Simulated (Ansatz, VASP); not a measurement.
# NaVP: VASP beside Ansatz, part 2 of 2

One calculation is typed for both programs; each brings its own data sets and cutoff. How far apart do they land? The cell is generated by rule, not measured, and may not be a known phase. The cell comes out of the VASP series on this material, whose earlier steps may have relaxed, scaled or displaced it; both programs get it as it stands.

VASP 6.6.1 and Ansatz 0.2.0.

So far: The structure; VASP: band structure, HSE06.

### Step 3. Ansatz: band structure, HSE06

Level of this step: Ansatz beside VASP: Kohn-Sham DFT, plane waves, HSE06 (Ansatz).

Ansatz runs on its default PAW (the set named soft_2) files.

The same cell, functional, mesh and smearing now go to Ansatz, which takes its cutoff from its data sets.

The input, input.yaml:

```yaml
crystal:
  lattice:
    - [3.3529981911, 0.0, 0.0]
    - [0.0, 3.3529981911, 0.0]
    - [0.0, 0.0, 5.9153771581]
  atoms:
    - { symbol: Na, position: [0.5, 0.5, 0.0], spin: 0.016 }
    - { symbol: V, position: [0.5, 0.5, 0.5], spin: 2.092 }
    - { symbol: P, position: [0.0, 0.0, 0.5], spin: -0.152 }
hamiltonian:
  xc: { exchange: pbe, correlation: pbe, exx: { coeff: 0.25, omega: 0.2 } }
  pseudopotentials: { kind: paw }
magnetization:
  spin_polarized: true
kpoints:
  mp_grid: { grid: [4, 4, 3] }
  band_path:
    path:
      - [0.0, 0.0, 0.0]
      - [0.0, 0.4, 0.0]
      - [0.3, 0.5, 0.0]
      - [0.3, 0.3, 0.0]
      - [0.0, 0.0, 0.1]
      - [0.0, 0.0, 0.5]
      - [0.0, 0.4, 0.5]
      - [0.3, 0.5, 0.5]
      - [0.3, 0.3, 0.5]
      - [0.0, 0.5, 0.1]
      - [0.5, 0.5, 0.0]
      - [0.5, 0.5, 0.5]
    npoints: 1
scf:
  occupations: { method: fermi_dirac, width: 0.05 }
  n_extra_bands: 10
output:
  forces: true
  stress: true
  eigenvalues: true
```

Launch:

```bash
> ansatz run input.yaml --threads 4 --pin off --max-ram 9216MiB --backend cpu --events-out ev --progress --plain --runs-dir out
```

Numbers of over 12 decimals in the logs are rounded to 6 here.

What it wrote:

```text
Warning: output.stress: scf.convergence.dr2_threshold = 1e-7 eV (the SCF's general default) is looser than the 3e-10 eV advised for a printed stress (1e-10 eV for each atom of the cell: 3). What an SCF threshold leaves in a stress goes as its square root, and in the free energy as the threshold itself, and one threshold admits the most on a small cell: [figures from the program's tests cut] Set scf.convergence.dr2_threshold to 3e-10 eV or tighter. The threshold is an SCF's pass mark: one that does not reach it within its budget of iterations ends unconverged, or closes short of it on a stop that the run arms, and scf.convergence.dr2_threshold's page says what that costs each kind of run
Warning: output.stress: scf.exx.energy_threshold = 1e-6 eV is looser than the 3e-8 eV advised for a stress under a hybrid functional (1e-8 eV for each atom of the cell: 3). Every SCF of the exchange loop can meet its threshold on dr2 while the loop round them stops early: no threshold on dr2 bounds what that leaves in the stress. Set scf.exx.energy_threshold to 3e-8 eV or tighter. The threshold is the loop's pass mark: a loop that does not reach it within its budget of cycles ends unconverged, and scf.exx.energy_threshold's page has the law
scf.n_extra_bands = 10 over 14 filled bands (N_el = 27.0): the run solves 24 bands
Engine: ansatz 0.2.0, x86_64-unknown-linux-gnu
Pseudopotentials: kind: paw
Pseudopotential: Na, paw, valence charge 9, recommended cutoff 420 eV (normal), Na.paw.azcp
Pseudopotential: V, paw, valence charge 13, recommended cutoff 420 eV (normal), V.paw.azcp
Pseudopotential: P, paw, valence charge 5, recommended cutoff 420 eV (normal), P.paw.azcp
Functional definition: unnamed
  parameter a_1 = 0.25
  parameter omega_1 = 0.2/angstrom
  exchange = pbe_x + (-a_1)*pbe_x_sr(omega_1) + a_1*exact_x_sr(omega_1)
  correlation = pbe_c
Crystal: 3 atoms, lattice volume = 66.504 Å³
Basis set: ecut = 420 eV, 1307 PW (Γ), exchange–correlation on 48×48×80 points (8 copies of the dense FFT grid, shifted against one another)
Bands: 24, of which v1, the nominal top of the filled ones, is band 14 counted from 1 (13 counted from 0)
Symmetry: 16 space group operations
Space group: P4/mmm (ITA 123), of the structure as read, at distance tolerance 4.1e-5 Å
Magnetic group: BNS 123.339 (UNI 999), of the structure as read, at distance tolerance 4.1e-5 Å
k-points: 12 of 48
Non-local potential: Na, projectors of the file, l = 0: 3, l = 1: 2, l = 2: 1
Non-local potential: V, projectors of the file, l = 0: 3, l = 1: 2, l = 2: 3, l = 3: 1
Non-local potential: P, projectors of the file, l = 0: 2, l = 1: 2, l = 2: 2
PAW form: soft (Blöchl's): semilocal exchange-correlation on the pseudo side does not see the compensation charge
PAW frozen core: Na, regenerated for the run's functional, and the local potential with it (the file was generated under x = pbe(κ = 0.804, μ = 0.219515), c = pbe(β = 0.066725))
PAW frozen core: V, regenerated for the run's functional, and the local potential with it (the file was generated under x = pbe(κ = 0.804, μ = 0.219515), c = pbe(β = 0.066725))
PAW frozen core: P, regenerated for the run's functional, and the local potential with it (the file was generated under x = pbe(κ = 0.804, μ = 0.219515), c = pbe(β = 0.066725))
PAW one-centre angular grid: Na, 110 points (default); XC on 96 Gauss nodes
PAW one-centre angular grid: V, 590 points (default); XC on 64 Gauss nodes
PAW one-centre angular grid: P, 110 points (default); XC on 64 Gauss nodes
Initial density: superposition of atomic densities (chi_scale 0.1, normalization cell, long waves kept (reshape's long-wave potential 0.08 eV rms))
Starting moments: Σ|m| = 2.26 μB on 3 of 3 sites
Initial wavefunctions: pseudopotential atomic-orbital guess
Functional: x = pbe(κ = 0.804, μ = 0.219515), c = pbe(β = 0.066725), warm-up for x = pbe(κ = 0.804, μ = 0.219515) + 0.25 (exact − pbe) at short range (hse, ω = 0.2 Å⁻¹), c = pbe(β = 0.066725)
iter 1 solved again at ethr=5.36e-3 eV; its pass at ethr=1.00e-1 eV (dr2=1.45e0 eV) is discarded
SCF iter   1: F=—  HF=-5154.574584 eV  |F-HF|=—  |Δ(HF+E_count)|=         —  Δρ=2.78e-2 (↑2.57e-2 ↓2.78e-2)  dr2=1.44e0  dr2_m=1.80e-1  M=2.094 μB ∫|m|=2.248 μB  β_m=0.30  ethr=5.36e-3  ⟨swp⟩=3.3  Hψ=3119  notcnv=0
preconditioner: auto → Kerker (q_TF=auto, 2.348 Å⁻¹)  [metal: Δε(μ)=0.086 eV  Ē_g=8.954 eV  σ=0.050 eV  W_gap=0.35  n_scr=16 (ndim 8)  ℏωp=15.1 eV  f_vac=0.000  D(μ)=2.54/eV (n_scr^D=16)]
spin=Collinear: Kerker preconditioning applied to the charge; magnetization (m = ρ↑ − ρ↓) channel mixes plain (no charge-response kernel on spin).
SCF iter   2: F=—  HF=-5154.523474 eV  |F-HF|=—  |Δ(HF+E_count)|=   5.11e-2  Δρ=2.51e-2 (↑2.51e-2 ↓1.73e-2)  dr2=4.53e-1  dr2_m=1.83e-1  M=1.909 μB ∫|m|=2.101 μB  β_m=0.30  ethr=5.33e-3  ⟨swp⟩=2.0  Hψ=1152  notcnv=0
SCF iter   3: F=—  HF=-5154.514316 eV  |F-HF|=—  |Δ(HF+E_count)|=   9.16e-3  Δρ=1.44e-2 (↑1.44e-2 ↓1.32e-2)  dr2=3.13e-1  dr2_m=6.95e-2  M=2.020 μB ∫|m|=2.197 μB  β_m=0.30  ethr=1.68e-3  ⟨swp⟩=2.0  Hψ=1152  notcnv=0
[...]
preconditioner: auto → none  [insulator: Δε(μ)=0.458 eV  Ē_g=10.497 eV  σ=0.050 eV  W_gap=0.80  n_scr=16 (ndim 8)  ℏωp=15.1 eV  f_vac=0.001  D(μ)=0.69/eV (n_scr^D=2)]
SCF iter   2: F=—  HF=-5154.370695 eV  |F-HF|=—  |Δ(HF+E_count)|=   1.43e-5  Δρ=1.20e-4 (↑1.20e-4 ↓6.33e-5)  dr2=5.94e-6  dr2_m=3.40e-6  M=2.350 μB ∫|m|=2.954 μB  β_m=0.43  ethr=6.77e-8  ⟨swp⟩=3.5  Hψ=1073  notcnv=0  defer=1
SCF iter   3: F=—  HF=-5154.370702 eV  |F-HF|=—  |Δ(HF+E_count)|=   6.96e-6  Δρ=7.21e-5 (↑7.21e-5 ↓4.47e-5)  dr2=5.32e-6  dr2_m=9.19e-7  M=2.349 μB ∫|m|=2.954 μB  β_m=0.48  ethr=1.36e-8  ⟨swp⟩=3.3  Hψ=1089  notcnv=0  defer=4
SCF iter   4: F=—  HF=-5154.370704 eV  |F-HF|=—  |Δ(HF+E_count)|=   2.43e-6  Δρ=3.82e-5 (↑3.82e-5 ↓1.05e-5)  dr2=7.56e-7  dr2_m=3.12e-7  M=2.349 μB ∫|m|=2.955 μB  β_m=0.51  ethr=1.36e-8  ⟨swp⟩=3.6  Hψ=1062  notcnv=0  defer=1
SCF iter   5: F=—  HF=-5154.370705 eV  |F-HF|=—  |Δ(HF+E_count)|=   6.81e-7  Δρ=1.18e-5 (↑1.18e-5 ↓5.48e-6)  dr2=7.25e-8  dr2_m=3.69e-8  M=2.349 μB ∫|m|=2.955 μB  β_m=0.68  ethr=1.96e-9  ⟨swp⟩=4.0  Hψ=1265  notcnv=0  defer=3
SCF iter   6: F=—  HF=-5154.370705 eV  |F-HF|=—  |Δ(HF+E_count)|=   1.29e-7  Δρ=3.88e-6 (↑3.88e-6 ↓1.59e-6)  dr2=1.38e-8  dr2_m=3.37e-9  M=2.349 μB ∫|m|=2.955 μB  β_m=0.82  ethr=1.36e-10  ⟨swp⟩=4.5  Hψ=1490  notcnv=0  defer=5
SCF iter   7: F=-5154.370705 eV  HF=-5154.370705 eV  |F-HF|=2.42e-10  |Δ(HF+E_count)|=   8.26e-9  Δρ=7.10e-7 (↑7.10e-7 ↓6.06e-7)  dr2=5.19e-10  dr2_m=1.41e-10  M=2.349 μB ∫|m|=2.955 μB  ethr=4.09e-11  ⟨swp⟩=4.0  Hψ=1215  notcnv=0  defer=6
SCF 3 converged in 7 iterations: F = -5154.370705 eV  dr2 = 5.19e-10
  Residual-converged pass: ⟨swp⟩=2.5  Hψ=854  notcnv=0  max |occ|·‖R‖ = 2.4e-6 eV (tolerance 2.4e-6 eV)  dr2=5.17e-10  dr2_m=1.43e-10  dr2_onsite=1.99e-10  max |Δocc| = 5.1e-14
hybrid outer 2: dexx = +3.555e-5 eV, tail = 4.30e-7 eV, Δε = 2.67e-2 eV (about 1.09e-3 eV left of the loop's levels)
Exchange kernel: α = 0.2500, screened, ω = 0.2000 Å⁻¹, Wigner–Seitz truncation, v(0) = 1093.9400 eV·Å³, q-mesh 4×4×3, nearest image of the exchange supercell L = 13.41 Å, pair-density grid 18×18×27, without the augmentation charges, whose exchange is taken in its separable form by FFT convolution over the k-point mesh (sized by the pseudopotential files, 24×24×40 at the most), smooth part of the exact exchange by density-matrix convolution
Frozen-core exchange: fock
SCF iter   1: F=—  HF=-5154.370709 eV  |F-HF|=—  |Δ(HF+E_count)|=         —  Δρ=1.09e-5 (↑1.09e-5 ↓2.14e-6)  dr2=7.06e-8  dr2_m=2.16e-8  M=2.349 μB ∫|m|=2.955 μB  β_m=0.30  ethr=7.96e-9  ⟨swp⟩=4.6  Hψ=1323  notcnv=0
preconditioner: auto → none  [insulator: Δε(μ)=0.451 eV  Ē_g=10.496 eV  σ=0.050 eV  W_gap=0.80  n_scr=16 (ndim 8)  ℏωp=15.1 eV  f_vac=0.000  D(μ)=0.69/eV (n_scr^D=2)]
SCF iter   2: F=—  HF=-5154.370709 eV  |F-HF|=—  |Δ(HF+E_count)|=   7.51e-9  Δρ=4.51e-6 (↑4.51e-6 ↓3.01e-6)  dr2=1.08e-8  dr2_m=5.11e-9  M=2.349 μB ∫|m|=2.955 μB  β_m=0.31  ethr=2.37e-10  ⟨swp⟩=3.1  Hψ=977  notcnv=0  defer=2
SCF iter   3: F=-5154.370709 eV  HF=-5154.370709 eV  |F-HF|=2.33e-10  |Δ(HF+E_count)|=   2.04e-9  Δρ=4.23e-6 (↑4.23e-6 ↓1.76e-6)  dr2=4.16e-9  dr2_m=4.58e-9  M=2.349 μB ∫|m|=2.955 μB  ethr=3.18e-11  ⟨swp⟩=3.2  Hψ=985  notcnv=0  defer=4
SCF 4 converged in 3 iterations: F = -5154.370709 eV  dr2 = 4.16e-9
  Residual-converged pass: ⟨swp⟩=2.6  Hψ=913  notcnv=0  max |occ|·‖R‖ = 2.4e-6 eV (tolerance 2.4e-6 eV)  dr2=4.16e-9  dr2_m=4.58e-9  dr2_onsite=3.01e-9  max |Δocc| = 1.6e-13
hybrid outer 3: dexx = +2.521e-8 eV, tail = 2.39e-8 eV, Δε = 6.65e-4 eV (about 2.47e-4 eV left of the loop's levels), ΔF = 2.21e-29 eV/Å (tail inf)
NSCF: frozen V_eff on 12 k-points
this state was not tested for a lower state beside it, because the functional holds exact exchange (a hybrid, or Hartree-Fock), whose exchange loop this test does not read (fock_operator); the stability check (scf.self_checks: high) cannot read this state: a pseudopotential is PAW: the check reads norm-conserving sets alone
hybrid SCF converged: 3 outer / 24 inner (+25 warm-up), last move |dexx| = 2.52e-8 eV, tail = 2.39e-8 eV
Magnetization: 2.3491 μB (14.6746 up, 12.3254 down)
Absolute magnetization: 2.9552 μB (∫|ρ↑−ρ↓|, with the PAW one-centre terms)
Spin contamination: 0.1826 ħ² per cell (⟨S²⟩ above its minimum at these occupations)
Per-site moments (μB) at R_I (Å): [(0.042840, 1.220047), (1.976328, 0.978008), (-0.185923, 0.978008)]
Free energy (F): -5154.370709 eV
Frozen-core exchange: fock
Harris-Foulkes:  -5154.370709 eV  (|F-HF|=2.33e-10)
Internal energy: -5154.364837 eV  (E = F + TS)
E sigma→0 (E₀):  -5154.367773 eV
Entropy (-TS):   -0.005872 eV (-1.957 meV/atom)
Fermi energy:    6.949717 eV
--- Per-component energies (eV) ---
  E_band       = -539.156766
  E_kinetic    = 528.992574
  E_local      = -3080.197641  (includes V_loc(G=0)·N_el)
  E_nonlocal   = 106.801689
  E_hartree    = 1247.988534
  E_xc         = -185.288173
  E_vxc        = -219.706007  (∫ρ·V_xc dr)
  E_exx        = -98.861806  (= α·E_x^exact, valence–valence)
  E_paw        = -1894.747029  (= ΣΔE_a)
  E_vpaw       = -173.299250  (= ΣTr[D̂ρ^β])
  E_aug_tail   = 0.000224  (compensation charges beyond the density's cutoff)
  E_ewald      = -1778.762868
  E_core_change = -0.290340  (= ΣΔE_core)
  E_smearing   = -0.005872  (= −TS)
  E_closure    = 0.000001  (closes the sum)
  Σ components = -5154.370709   (vs F -5154.370709, Δ=0.00e0)
--- Forces (eV/Å), atoms counted from 1 ---
  atom   1  Na     0.00000000     0.00000000     0.00000000
  atom   2  V      0.00000000     0.00000000     0.00000000
  atom   3  P      0.00000000     0.00000000     0.00000000
  max |Σ_I F_I| component: 1.89e-29 eV/Å
--- Stress (GPa, compression-positive) ---
        2.265559       0.000000       0.000000
        0.000000       2.265559       0.000000
        0.000000       0.000000       0.341591
  P = ⅓ Tr σ = 1.6242 GPa (16.242 kbar)
--- Band table (eV; the first three rows and the last of 24) ---
  k-point 0 ↑: bands = [... 10 lower, 3.2851, 4.7575, 5.2379, 5.2379, 5.8153, 6.5610, 6.5610, 7.7816, ... 6 higher]
  k-point 1 ↑: bands = [... 10 lower, 4.2177, 4.7622, 5.2346, 5.2346, 5.8154, 6.5668, 6.5668, 8.2989, ... 6 higher]
  k-point 2 ↑: bands = [... 10 lower, 2.4591, 3.5575, 3.8784, 5.3550, 6.0994, 7.2514, 8.2143, 10.0941, ... 6 higher]
  k-point 11 ↓: bands = [... 10 lower, 2.3045, 5.2759, 7.8140, 7.8140, 9.8976, 10.3843, 10.6054, 10.7694, ... 6 higher]
```

Run time: 39 s. Hardware: 4 threads of Intel Xeon Platinum 8488C (Sapphire Rapids), shared host; peak memory 1.1 GiB; 2.4 min of CPU time.

### Step 4. Comparison

Known differences besides the PAW data sets themselves: exact exchange at q = 0 is treated differently, which shows on coarse meshes; VASP keeps PBE cores, Ansatz makes them for the functional; the data sets hold 27 valence electrons in Ansatz (default PAW (the set named soft_2) files) and 25 in VASP; the cutoff is 420 eV in Ansatz and 400 eV in VASP; VASP takes a coarser grid for exact exchange (PRECFOCK = Fast); site moments are counted in spheres of each program's own size. Total energies have different zeros and are not compared.

Compared:

```tsv
quantity	Ansatz	VASP	difference
total moment (μB)	2.35	2.35	0.00
moment on V2 (μB)	1.98	2.22	-0.24
moment on P3 (μB)	-0.19	-0.20	+0.01
```

### Step 5. What came out

```yaml
difference_in_moment_on_v2_band_structure_hse06: -0.24 μB
```

What this shows: The difference in moment on V2 is -0.24 μB (band structure, HSE06). How closely two codes agree says nothing of how well the functional describes the real material.

[Lines on the potential files, build, host, timing and source positions are cut from VASP's logs without a mark.]

[Logs are printed without paths, hosts, clocks, repeated set-up lines and the standing remarks that a program may print on its own settings, such as how far it seeks lower states.]

[Hosts, paths, dates, database ids (printed as entryN), source tags and the programs' standing remarks are cut or masked in the printed files.]
